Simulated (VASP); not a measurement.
Computed with revPBE GGA, VASP's PBE PAW potentials (set 64) (plane waves; VASP).

VASP ran on this input.

File KPOINTS:
```
kpoints
0
G
5 5 5
```

### POSCAR
```
VBiO4
1
   -2.5833540000     2.5833540000     5.8465310000
    2.5833540000    -2.5833540000     5.8465310000
    2.5833540000     2.5833540000    -5.8465310000
V Bi O
2 2 8
Direct
  0.5000000000   0.5000000000   0.0000000000
  0.2500000000   0.7500000000   0.5000000000
  0.0000000000   0.0000000000   0.0000000000
  0.7500000000   0.2500000000   0.5000000000
  0.1708500000   0.5619000000   0.8910100000
  0.3119000000   0.9208900000   0.8910500000
  0.6708900000   0.2798400000   0.1089900000
  0.0298400000   0.4208500000   0.1089500000
  0.5791500000   0.6881000000   0.6089900000
  0.4381000000   0.3291100000   0.6089500000
  0.0791100000   0.9701600000   0.3910100000
  0.7201600000   0.8291500000   0.3910500000
```

**INCAR**
```
SYSTEM = VBiO4
PREC = Accurate
ENCUT = 240
EDIFF = 1E-6
NELM = 100
ALGO = Normal
LREAL = .FALSE.
LASPH = .TRUE.
ISMEAR = -1
SIGMA = 0.02
GGA = RE
LMAXMIX = 4
LWAVE = .FALSE.
LCHARG = .FALSE.
ISIF = 2
```

POTCAR, in this order: V_sv Bi_d O (PBE.64 set). Program: vasp_std.

Output

### OUTCAR
```
 ion  position               nearest neighbor table
   1  0.500  0.500  0.000-   7 1.75  10 1.75  12 1.75   5 1.75
   2  0.250  0.750  0.500-   6 1.75   8 1.75  11 1.75   9 1.75
   3  0.000  0.000  0.000-   5 2.44  10 2.44   7 2.44  12 2.44   8 2.49   9 2.49   6 2.49  11 2.49
                             4 3.90   4 3.90   4 3.90   4 3.90
   4  0.750  0.250  0.500-   9 2.44   8 2.44  11 2.44   6 2.44   5 2.49  12 2.49  10 2.49   7 2.49
                             3 3.90   3 3.90   3 3.90   3 3.90
   5  0.171  0.562  0.891-   1 1.75   3 2.44   4 2.49
   6  0.312  0.921  0.891-   2 1.75   4 2.44   3 2.49
   7  0.671  0.280  0.109-   1 1.75   3 2.44   4 2.49
   8  0.030  0.421  0.109-   2 1.75   4 2.44   3 2.49
   9  0.579  0.688  0.609-   2 1.75   4 2.44   3 2.49
  10  0.438  0.329  0.609-   1 1.75   3 2.44   4 2.49
  11  0.079  0.970  0.391-   2 1.75   4 2.44   3 2.49
  12  0.720  0.829  0.391-   1 1.75   3 2.44   4 2.49
  LATTYP: Found a body centered tetragonal cell.
 ALAT       =     5.1667080000
 C/A-ratio  =     2.2631551851
 Subroutine PRICEL returns:
 Original cell was already a primitive cell.
 Subroutine GETGRP returns: Found  8 space group operations
The static configuration has the point symmetry S_4 .
 The point group associated with its full space group is C_4h.
The dynamic configuration has the point symmetry S_4 .
 Subroutine INISYM returns: Found  8 space group operations
 Subroutine IBZKPT returns following result:
 Found     21 irreducible k-points:

 Following reciprocal coordinates:
            Coordinates               Weight
  0.000000  0.000000  0.000000      1.000000
  0.200000  0.000000  0.000000      8.000000
  0.400000  0.000000  0.000000      8.000000
  0.200000  0.200000  0.000000      8.000000
  0.400000  0.200000 -0.000000      8.000000
 -0.400000 -0.200000 -0.400000      8.000000
 -0.400000  0.200000  0.000000      8.000000
  0.400000 -0.200000 -0.200000      8.000000
 -0.200000  0.200000  0.000000      4.000000
  0.400000  0.400000 -0.000000      8.000000
 -0.400000  0.400000  0.000000      4.000000
  0.200000  0.200000  0.200000      8.000000
 -0.200000  0.200000  0.200000      4.000000
 -0.400000  0.400000  0.200000      4.000000
  0.400000 -0.400000  0.200000      4.000000
 -0.200000  0.400000  0.200000      8.000000
 -0.400000 -0.400000  0.200000      8.000000
 -0.200000 -0.400000  0.200000      8.000000
 -0.200000 -0.200000  0.200000      2.000000
 -0.400000  0.400000  0.400000      4.000000
 -0.400000 -0.400000  0.400000      2.000000
   k-points           NKPTS =     21   k-points in BZ     NKDIM =     21   number of bands    NBANDS=     62
   number of dos      NEDOS =    301   number of ions     NIONS =     12
   total plane-waves  NPLWV =  46656
   dimension x,y,z NGX =    36 NGY =   36 NGZ =   36
   dimension x,y,z NGXF=    72 NGYF=   72 NGZF=   72
   ions per type =               2   2   8
   PREC   = accura    normal or accurate (medium, high low for compatibility)
   ISTART =      0    job   : 0-new  1-cont  2-samecut
   ICHARG =      2    charge: 1-file 2-atom 10-const
   ISPIN  =      1    spin polarized calculation?
   LNONCOLLINEAR =      F non collinear calculations
   LSORBIT =      F    spin-orbit coupling
   INIWAV =      1    electr: 0-lowe 1-rand  2-diag
   ENCUT  =  240.0 eV  17.64 Ry    4.20 a.u.   8.71  8.71  8.71*2*pi/ulx,y,z
   NELM   =    100;   NELMIN=  2; NELMDL= -5     # of ELM steps
   EDIFF  = 0.1E-05   stopping-criterion for ELM
   LREAL  =      F    real-space projection
   NLSPLINE    = F    spline interpolate recip. space projectors
   LMAXMIX     =    4 max onsite mixed and CHGCAR
   VOSKOWN=      0    Vosko Wilk Nusair interpolation
   EDIFFG = 0.1E-04   stopping-criterion for IOM
   NSW    =      0    number of steps for IOM
   NBLOCK =      1;   KBLOCK =      1    inner block; outer block
   IBRION =     -1    ionic relax: 0-MD 1-quasi-New 2-CG
...
```

File OSZICAR:
```
       N       E                     dE             d eps       ncg     rms          rms(c)
DAV:   1     0.988709198623E+03    0.98871E+03   -0.38424E+04  2818   0.114E+03
DAV:   2     0.323748876740E+02   -0.95633E+03   -0.91281E+03  2860   0.413E+02
DAV:   3    -0.100377348634E+03   -0.13275E+03   -0.12873E+03  2994   0.160E+02
DAV:   4    -0.106101428594E+03   -0.57241E+01   -0.56886E+01  3096   0.352E+01
DAV:   5    -0.106327118416E+03   -0.22569E+00   -0.22538E+00  3624   0.659E+00    0.607E+01
DAV:   6    -0.971874215879E+02    0.91397E+01   -0.14806E+02  3940   0.769E+01    0.347E+01
DAV:   7    -0.920886772703E+02    0.50987E+01   -0.10599E+02  3500   0.755E+01    0.268E+01
DAV:   8    -0.893334012689E+02    0.27553E+01   -0.14445E+01  3010   0.179E+01    0.119E+01
DAV:   9    -0.880907811040E+02    0.12426E+01   -0.24629E+00  3526   0.101E+01    0.161E+00
DAV:  10    -0.881292193488E+02   -0.38438E-01   -0.40937E-01  3482   0.319E+00    0.113E+00
DAV:  11    -0.881177039912E+02    0.11515E-01   -0.47493E-02  3292   0.111E+00    0.411E-01
DAV:  12    -0.881185227442E+02   -0.81875E-03   -0.26165E-02  3494   0.870E-01    0.407E-01
DAV:  13    -0.881167143468E+02    0.18084E-02   -0.40259E-03  3180   0.382E-01    0.171E-01
DAV:  14    -0.881164596997E+02    0.25465E-03   -0.81500E-04  3406   0.128E-01    0.474E-02
DAV:  15    -0.881164418337E+02    0.17866E-04   -0.15702E-04  3582   0.660E-02    0.124E-02
DAV:  16    -0.881164430302E+02   -0.11965E-05   -0.21664E-05  2796   0.295E-02    0.143E-02
DAV:  17    -0.881164433023E+02   -0.27210E-06   -0.21267E-06  2048   0.120E-02
   1 F= -.88116443E+02 E0= -.88116443E+02  d E =-.101841E-14
```

File OUTCAR:
```
------------------------ aborting loop because EDIFF is reached ----------------------------------------
  FORCE on cell =-STRESS in cart. coord.  units (eV):
  Direction    XX          YY          ZZ          XY          YZ          ZX
  --------------------------------------------------------------------------------------
  Total      -94.6387140    -94.6387140    -94.4347555      0.0000006      0.0000000      0.0000000
  in kB     -971.5235230   -971.5235230   -969.4297657      0.0000058      0.0000000      0.0000000
  external PRESSURE =    -970.8256039 kB  Pullay stress =       0.0000000 kB
  volume of cell :      156.07
      direct lattice vectors                 reciprocal lattice vectors
    -2.583354000  2.583354000  5.846531000     0.000000000  0.193546839  0.085520799
     2.583354000 -2.583354000  5.846531000     0.193546839  0.000000000  0.085520799
     2.583354000  2.583354000 -5.846531000     0.193546839  0.193546839  0.000000000
 POSITION                                       TOTAL-FORCE (eV/Angst)
 -----------------------------------------------------------------------------------
      0.00000      0.00000      5.84653         0.000000     -0.000000      0.000000
      2.58335      0.00000      2.92327         0.000000     -0.000000      0.000000
      0.00000      0.00000      0.00000         0.000000     -0.000000      0.000000
      0.00000      2.58335      2.92327         0.000000     -0.000000      0.000000
      3.31201      1.29157     -0.92527         0.044217     -0.040167     -0.028002
      3.87513      0.72866      1.99799         0.040167      0.044217     -0.028002
     -0.72866      1.29178      4.92126        -0.044217      0.040167     -0.028002
      1.29157     -0.72866      1.99799        -0.040167     -0.044217     -0.028002
      1.85469      1.29178      3.84854        -0.044217      0.040167      0.028002
      1.29157      1.85469      0.92527        -0.040167     -0.044217      0.028002
      3.31201     -1.29178      3.84854         0.044217     -0.040167      0.028002
      1.29178      0.72866      6.77180         0.040167      0.044217      0.028002
 -----------------------------------------------------------------------------------
    total drift:                                0.000000      0.000000      0.000000
  FREE ENERGIE OF THE ION-ELECTRON SYSTEM (eV)
  ---------------------------------------------------
  free  energy   TOTEN  =       -88.1164433023 eV

  energy  without entropy=      -88.1164433023  energy(sigma->0) =      -88.11644330
```
(Selected blocks of OUTCAR.)

At this cut-off the stress carries a Pulay error, which pulls relaxed volumes low.

The structure comes from a computed database's VBiO4 entry; how it stands against other phases isn't given here. The cell was not relaxed at this level, and its volume differs by +4.6 % from the start's. The run is one of a series of settings (ENCUT = 240 against the base run), some of them coarse on purpose. The run is not spin-polarised, so no magnetic state was tried.
